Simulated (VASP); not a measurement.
```yaml
crystal:
  lattice:
    - [0.00000, 1.80500, 1.80500]
    - [1.80500, 0.00000, 1.80500]
    - [1.80500, 1.80500, 0.00000]
  atoms:
    - { symbol: Cu, position: [0.00000, 0.00000, 0.00000] }
```

The base run (VASP): PBE GGA, plane waves, VASP's PBE PAW potentials (set 64). Numerical set-up: 400 eV cut-off, 16×16×16 Γ-centred mesh, first-order Methfessel-Paxton smearing of 0.10 eV, potentials Cu.

One setting is varied; ΔE counts from the base run. The base run took about 30 core-seconds. Costs are core time on shared hosts, one run each; read them as rough ratios.

| setting | cost over the base run | electronic steps | ΔE (meV/atom) |
|---|---|---|---|
| AMIX = 0.1, BMIX = 1.0, IMIX = 4 | within a factor of 2 | 13 | 0.0 |
| AMIX = 0.1, BMIX = 0.0001, IMIX = 4 | within a factor of 2 | 13 | 0.0 |
| AMIX = 0.05, BMIX = 3.0, IMIX = 4 | within a factor of 2 | 13 | 0.0 |
| base run | reference | 12 | 0.0 |
| AMIX = 0.2, BMIX = 3.0, IMIX = 1 | about 2 times | 39 | 0.0 |

Left out are runs that failed, have no time on record or changed the cell.

The compound is Cu in the fcc structure. The cell was not relaxed at this level.
